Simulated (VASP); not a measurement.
Given:

```
MgI2
1.0
    2.02081    -3.50014     0.00000
    2.02081     3.50014     0.00000
    0.00000     0.00000     6.86996
Mg I
1 2
Direct
  0.00000   0.00000   0.00000
  0.33333   0.66667   0.23839
  0.66667   0.33333   0.76161
```

Calculation: PBEsol GGA, VASP's PBE PAW potentials (set 64) (plane waves; VASP). Settings: 520 eV cut-off, 6×6×3 Γ-centred mesh, Gaussian smearing of 0.050 eV, potentials Mg I.

Without a dispersion term in the relaxation, distances and binding between the weakly bound layers, chains or molecules are unreliable, and so is what depends on them.

Problem. The ions and cell shape at fixed volume are relaxed. Which structure does the run end with?

Solution. 
```
MgI2
1.0
    2.04457    -3.54129     0.00000
    2.04457     3.54129     0.00000
    0.00000     0.00000     6.71125
Mg I
1 2
Direct
  0.00000   0.00000   0.00000
  0.33333   0.66667   0.24864
  0.66667   0.33333   0.75136
```
Space group P-3m1 (164), at a tolerance of 0.03 Å.

Problem. How much energy does the relaxation gain?

Solution. The energy (σ→0) changes by -8.1 meV/atom, in 7 ionic steps.

The compound is MgI2 in the 1T layered structure. This cell is one point of a volume scan, at 0.94 of the reference volume. Symmetry was kept, so distortions that lower it aren't found.
